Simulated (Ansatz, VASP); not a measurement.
# SiO2 (Cristobalite): VASP beside Ansatz, part 3 of 3

One calculation is typed for both programs; each brings its own data sets. How far apart do they land? The cell is taken from a series of runs on this material, whose earlier steps may have relaxed, scaled, displaced or heated it; both programs get it as it stands.

VASP 6.6.1 and Ansatz 0.2.0.

So far: The starting structure; Ansatz: zone-centre phonons, LDA; VASP: zone-centre phonons, LDA.

## Step 3: VASP: zone-centre phonons, LDA (continued)

Level of this step: LDA; plane waves and PAW (O, Si) (VASP).

Numbers of over 12 decimals in the logs are rounded to 6 here.

Parts of OUTCAR (step 3):

```text
ion  position               nearest neighbor table
   1  0.237  0.117  0.185-  10 1.61   9 1.61
   2  0.383  0.737  0.435-  11 1.61  10 1.61
   3  0.763  0.883  0.685-  12 1.61  11 1.61
   4  0.617  0.263  0.935-   9 1.61  12 1.61
   5  0.737  0.383  0.565-  11 1.61  12 1.61
   6  0.883  0.763  0.315-  10 1.61  11 1.61
   7  0.263  0.617  0.065-   9 1.61  10 1.61
   8  0.117  0.237  0.815-  12 1.61   9 1.61
   9  0.306  0.306  0.000-   4 1.61   7 1.61   1 1.61   8 1.61  10 3.05  12 3.05  10 3.05  12 3.05

  LATTYP: Found a simple tetragonal cell.
 ALAT       =     4.9289792662
 C/A-ratio  =     1.3876349603

 Subroutine GETGRP returns: Found  8 space group operations
 (whereof  2 operations were pure point group operations)

The static configuration has the point symmetry C_2 .
 The point group associated with its full space group is D_4 .

 Found     18 irreducible k-points:

   k-points           NKPTS =     18   k-points in BZ     NKDIM =     18   number of bands    NBANDS=     44

   dimension x,y,z NGX =    40 NGY =   40 NGZ =   56
   dimension x,y,z NGXF=    80 NGYF=   80 NGZF=  112

   ENCUT  =  600.0 eV  44.10 Ry    6.64 a.u.   9.84  9.84 13.66*2*pi/ulx,y,z

   NELECT =      64.0000    total number of electrons

 k-points in reciprocal lattice and weights: Automatic mesh
   0.00000000  0.00000000  0.00000000       0.016
   0.25000000  0.00000000  0.00000000       0.062
   0.50000000  0.00000000  0.00000000       0.031
   0.25000000  0.25000000  0.00000000       0.062
   0.50000000  0.25000000  0.00000000       0.062
   0.50000000  0.50000000  0.00000000       0.016
   0.00000000  0.00000000  0.25000000       0.031
   0.25000000  0.00000000  0.25000000       0.125
   0.50000000  0.00000000  0.25000000       0.062
[...]
0.50000000  0.25000000  0.50000000       0.062
   0.50000000  0.50000000  0.50000000       0.016

 average (electrostatic) potential at core
       1 -74.3697       2 -74.3697       3 -74.3697       4 -74.3697       5 -74.3697
       6 -74.3697       7 -74.3697       8 -74.3697       9 -88.9354      10 -88.9354
      11 -88.9354      12 -88.9354

  Total        0.3330728      0.3330728      0.2717141      0.0000000      0.0000000      0.0000000
  in kB        3.2114673      3.2114673      2.6198503      0.0000000      0.0000000      0.0000000
  external PRESSURE =       3.0142616 kB  Pullay stress =       0.0000000 kB

  energy-cutoff  :      600.00
  volume of cell :      166.17
      direct lattice vectors                 reciprocal lattice vectors
     4.928979266  0.000000000  0.000000000     0.202881762  0.000000000  0.000000000
     0.000000000  4.928979266  0.000000000     0.000000000  0.202881762  0.000000000
     0.000000000  0.000000000  6.839623948     0.000000000  0.000000000  0.146206869

 POSITION                                       TOTAL-FORCE (eV/Angst)
 -----------------------------------------------------------------------------------
      1.16595      0.57616      1.26584        -0.001155      0.010177      0.006610
[...]
3.040650  1.298541  6.395558    -0.225772    0.048937    0.152237
      3.630438  1.888329  3.863878    -0.057956    0.263828   -0.181442
      4.352818  3.763031  2.153972     0.230286    0.054924   -0.178331
      1.298541  3.040650  0.444066    -0.057956    0.263828    0.181442
      0.576161  1.165948  5.573784     0.230286    0.054924    0.178331
      1.509120  1.509120  0.000000     0.085445   -0.086053   -0.311671
      0.955370  3.973610  1.709906     0.002574    0.010531   -0.023818
      3.419859  3.419859  3.419812     0.085445   -0.086053    0.311671
      3.973610  0.955370  5.129718     0.002574    0.010531    0.023818

   2 f  =   35.775282 THz   224.782725 2PiTHz 1193.334950 cm-1   147.954610 meV
             X         Y         Z           dx          dy          dz
      1.165948  0.576161  1.265840    -0.048937   -0.225772    0.152237
      1.888329  3.630438  2.975746     0.267701   -0.063093    0.203830
      3.763031  4.352818  4.685652    -0.048937   -0.225772   -0.152237
      3.040650  1.298541  6.395558     0.267701   -0.063093   -0.203830
      3.630438  1.888329  3.863878    -0.054924    0.230286   -0.178331
      4.352818  3.763031  2.153972    -0.263828   -0.057956    0.181442
      1.298541  3.040650  0.444066    -0.054924    0.230286    0.178331
      0.576161  1.165948  5.573784    -0.263828   -0.057956   -0.181442
      1.509120  1.509120  0.000000    -0.010531    0.002574    0.023818
      0.955370  3.973610  1.709906     0.086053    0.085445   -0.311671
      3.419859  3.419859  3.419812    -0.010531    0.002574   -0.023818
      3.973610  0.955370  5.129718     0.086053    0.085445    0.311671

   3 f  =   33.628142 THz   211.291848 2PiTHz 1121.714076 cm-1   139.074758 meV
             X         Y         Z           dx          dy          dz
      1.165948  0.576161  1.265840     0.071849    0.286416   -0.194369
      1.888329  3.630438  2.975746     0.286416   -0.071849    0.194369
      3.763031  4.352818  4.685652    -0.071849   -0.286416   -0.194369
      3.040650  1.298541  6.395558    -0.286416    0.071849    0.194369
      3.630438  1.888329  3.863878    -0.071849    0.286416   -0.194369
      4.352818  3.763031  2.153972    -0.286416   -0.071849    0.194369
      1.298541  3.040650  0.444066     0.071849   -0.286416   -0.194369
      0.576161  1.165948  5.573784     0.286416    0.071849    0.194369
      1.509120  1.509120  0.000000    -0.004965   -0.004965    0.000000
      0.955370  3.973610  1.709906    -0.004965    0.004965    0.000000
      3.419859  3.419859  3.419812     0.004965    0.004965   -0.000000
      3.973610  0.955370  5.129718     0.004965   -0.004965    0.000000

   4 f  =   32.811677 THz   206.161846 2PiTHz 1094.479731 cm-1   135.698131 meV
             X         Y         Z           dx          dy          dz
      1.165948  0.576161  1.265840    -0.043710   -0.263937    0.148653
      1.888329  3.630438  2.975746     0.263937   -0.043710    0.148653
      3.763031  4.352818  4.685652     0.043710    0.263937    0.148653
      3.040650  1.298541  6.395558    -0.263937    0.043710    0.148653
      3.630438  1.888329  3.863878     0.043710   -0.263937    0.148653
      4.352818  3.763031  2.153972    -0.263937   -0.043710    0.148653
      1.298541  3.040650  0.444066    -0.043710    0.263937    0.148653
      0.576161  1.165948  5.573784     0.263937    0.043710    0.148653
      1.509120  1.509120  0.000000     0.078441   -0.078441   -0.224394
      0.955370  3.973610  1.709906     0.078441    0.078441   -0.224394
      3.419859  3.419859  3.419812    -0.078441    0.078441   -0.224394
      3.973610  0.955370  5.129718    -0.078441   -0.078441   -0.224394

   5 f  =   32.646419 THz   205.123502 2PiTHz 1088.967329 cm-1   135.014681 meV
             X         Y         Z           dx          dy          dz
      1.165948  0.576161  1.265840    -0.060252   -0.240957    0.185074
      1.888329  3.630438  2.975746    -0.240957    0.060252   -0.185074
      3.763031  4.352818  4.685652     0.060252    0.240957    0.185074
      3.040650  1.298541  6.395558     0.240957   -0.060252   -0.185074
      3.630438  1.888329  3.863878    -0.060252    0.240957   -0.185074
      4.352818  3.763031  2.153972    -0.240957   -0.060252    0.185074
      1.298541  3.040650  0.444066     0.060252   -0.240957   -0.185074
      0.576161  1.165948  5.573784     0.240957    0.060252    0.185074
      1.509120  1.509120  0.000000    -0.155029    0.155029   -0.100230
      0.955370  3.973610  1.709906     0.155029    0.155029    0.100230
      3.419859  3.419859  3.419812     0.155029   -0.155029   -0.100230
      3.973610  0.955370  5.129718    -0.155029   -0.155029    0.100230

   6 f  =   32.622483 THz   204.973104 2PiTHz 1088.168891 cm-1   134.915687 meV
             X         Y         Z           dx          dy          dz
      1.165948  0.576161  1.265840     0.041228    0.249010   -0.198419
      1.888329  3.630438  2.975746     0.230386   -0.078618    0.168351
      3.763031  4.352818  4.685652     0.041228    0.249010    0.198419
      3.040650  1.298541  6.395558     0.230386   -0.078618   -0.168351
      3.630438  1.888329  3.863878    -0.079228    0.234101   -0.171313
      4.352818  3.763031  2.153972     0.245520    0.040043   -0.195867
      1.298541  3.040650  0.444066    -0.079228    0.234101    0.171313
      0.576161  1.165948  5.573784     0.245520    0.040043    0.195867
      1.509120  1.509120  0.000000    -0.173589   -0.175965    0.000652
      0.955370  3.973610  1.709906    -0.156827   -0.159453   -0.086775
      3.419859  3.419859  3.419812    -0.173589   -0.175965   -0.000652
      3.973610  0.955370  5.129718    -0.156827   -0.159453    0.086775

   7 f  =   32.622483 THz   204.973104 2PiTHz 1088.168891 cm-1   134.915687 meV
             X         Y         Z           dx          dy          dz
      1.165948  0.576161  1.265840     0.078618    0.230386   -0.168351
      1.888329  3.630438  2.975746    -0.249010    0.041228   -0.198419
      3.763031  4.352818  4.685652     0.078618    0.230386    0.168351
      3.040650  1.298541  6.395558    -0.249010    0.041228    0.198419
      3.630438  1.888329  3.863878    -0.040043    0.245520   -0.195867
      4.352818  3.763031  2.153972    -0.234101   -0.079228    0.171313
      1.298541  3.040650  0.444066    -0.040043    0.245520    0.195867
      0.576161  1.165948  5.573784    -0.234101   -0.079228   -0.171313
      1.509120  1.509120  0.000000     0.159453   -0.156827    0.086775
      0.955370  3.973610  1.709906     0.175965   -0.173589    0.000652
      3.419859  3.419859  3.419812     0.159453   -0.156827   -0.086775
      3.973610  0.955370  5.129718     0.175965   -0.173589   -0.000652

   8 f  =   32.538496 THz   204.445400 2PiTHz 1085.367399 cm-1   134.568346 meV
             X         Y         Z           dx          dy          dz
      1.165948  0.576161  1.265840    -0.059494   -0.240680    0.184133
      1.888329  3.630438  2.975746     0.240680   -0.059494    0.184133
      3.763031  4.352818  4.685652     0.059494    0.240680    0.184133
      3.040650  1.298541  6.395558    -0.240680    0.059494    0.184133
      3.630438  1.888329  3.863878    -0.059494    0.240680   -0.184133
      4.352818  3.763031  2.153972     0.240680    0.059494   -0.184133
      1.298541  3.040650  0.444066     0.059494   -0.240680   -0.184133
      0.576161  1.165948  5.573784    -0.240680   -0.059494   -0.184133
      1.509120  1.509120  0.000000     0.172130    0.172130    0.000000
    [... 421 further lines ...]
      3.419859  3.419859  3.419812     0.296793   -0.169060   -0.000259
      3.973610  0.955370  5.129718     0.296895   -0.169239   -0.000071

 MACROSCOPIC STATIC DIELECTRIC TENSOR IONIC CONTRIBUTION
 ------------------------------------------------------
           1.882014     0.000000     0.000000
           0.000000     1.882014    -0.000000
           0.000000     0.000000     1.633745
 ------------------------------------------------------

 ELASTIC MODULI CONTR FROM IONIC RELAXATION (kBar)
 Direction    XX          YY          ZZ          XY          YZ          ZX
 --------------------------------------------------------------------------------
 XX       -3464.0237   -239.7835  -1241.1301     -0.0000     -0.0000     -0.0000
 YY        -239.7835  -3464.0237  -1241.1301      0.0000      0.0000     -0.0000
 ZZ       -1241.1301  -1241.1301  -2674.0682      0.0000     -0.0000     -0.0000
 XY          -0.0000      0.0000      0.0000   -260.0803      0.0000     -0.0000
 YZ          -0.0000      0.0000     -0.0000      0.0000   -762.8033     -0.0000
 ZX          -0.0000      0.0000     -0.0000      0.0000      0.0000   -763.8506
 --------------------------------------------------------------------------------

 PIEZOELECTRIC TENSOR IONIC CONTR  for field in x, y, z        (C/m^2)
          XX          YY          ZZ          XY          YZ          ZX
  --------------------------------------------------------------------------------
  x     0.00000     0.00000    -0.00000    -0.00000    -0.01512    -0.00000
  y     0.00000    -0.00000     0.00000    -0.00000    -0.00000     0.01787
  z    -0.00000    -0.00000    -0.00000     0.00021     0.00000    -0.00000
```

## Step 4: Comparison

Known differences besides the potentials themselves: the two LDA forms differ slightly; fixed occupations in Ansatz, narrow Gaussian smearing in VASP; VASP's response is taken on the typed mesh, Ansatz refines its own for the field response alone; the cutoff is 420 eV in Ansatz and 600 eV in VASP; VASP's log shows a relativistic correction to its local exchange, Ansatz's none. Total energies have different zeros and are not compared.

Both answers:

```csv
quantity,Ansatz,VASP,difference
ε∞ xx,2.34,2.33,+0.43 %
ε∞ yy,2.34,2.33,+0.43 %
ε∞ zz,2.33,2.32,+0.41 %
Born charge of O1 (mean of the diagonal) (e),-1.66,-1.65,-0.01
Born charge of Si9 (mean of the diagonal) (e),3.32,3.29,+0.03
optical mode 1 (cm⁻¹),48.6,38.9,+9.7
optical mode 2 (cm⁻¹),118.6,118.4,+0.15 %
optical mode 3 to 4 (cm⁻¹),152.2,150.9,+0.88 %
optical mode 5 (cm⁻¹),230.0,230.2,-0.07 %
optical mode 6 to 7 (cm⁻¹),259.0,259.8,-0.30 %
optical mode 8 (cm⁻¹),270.1,271.5,-0.50 %
optical mode 9 (cm⁻¹),280.0,281.4,-0.50 %
optical mode 10 (cm⁻¹),347.4,348.0,-0.16 %
optical mode 11 (cm⁻¹),366.3,366.1,+0.06 %
optical mode 12 to 13 (cm⁻¹),372.6,374.2,-0.43 %
optical mode 14 (cm⁻¹),420.1,419.1,+0.24 %
optical mode 15 (cm⁻¹),432.0,433.8,-0.41 %
optical mode 16 to 17 (cm⁻¹),455.3,456.4,-0.26 %
optical mode 18 (cm⁻¹),479.1,480.7,-0.33 %
optical mode 19 to 20 (cm⁻¹),612.2,615.0,-0.46 %
optical mode 21 (cm⁻¹),784.0,785.1,-0.14 %
optical mode 22 (cm⁻¹),784.8,786.3,-0.20 %
optical mode 23 (cm⁻¹),784.8,786.7,-0.24 %
optical mode 24 to 25 (cm⁻¹),794.6,796.1,-0.18 %
optical mode 26 (cm⁻¹),1075.6,1085.4,-0.90 %
optical mode 27 to 28 (cm⁻¹),1078.4,1088.2,-0.90 %
```

Modes are paired by rising frequency, not by their patterns, so a pair may set unlike modes beside each other; they are those without the splitting of longitudinal modes.

## Step 5: What came out

```yaml
r_m_s_difference_of_the_optical_zone_centre_modes_each_program_s_sorted_by_frequency_zone_centre_phonons_lda: 4.6 cm⁻¹
difference_in_optical_mode_27_to_28_zone_centre_phonons_lda: -0.9 %
```

**Reading.** The r.m.s. difference of the optical zone-centre modes, each program's sorted by frequency is 4.6 cm⁻¹ (zone-centre phonons, LDA). Among the rows given in per cent, the largest difference of the zone-centre phonons, LDA pair is in optical mode 27 to 28, -0.9 %. What causes the difference of the zone-centre phonons, LDA pair stays open here. How closely two codes agree says nothing of how well the functional describes the real material.

[Lines on the potential files, build, host, timing and source positions are cut from VASP's logs without a mark.]

[Logs are printed without paths, hosts, clocks, repeated set-up lines and the standing remarks that a program may print on its own settings, such as how far it seeks lower states.]

[Hosts, paths, dates, database ids (printed as entryN), source tags and the programs' standing remarks are cut or masked in the printed files.]
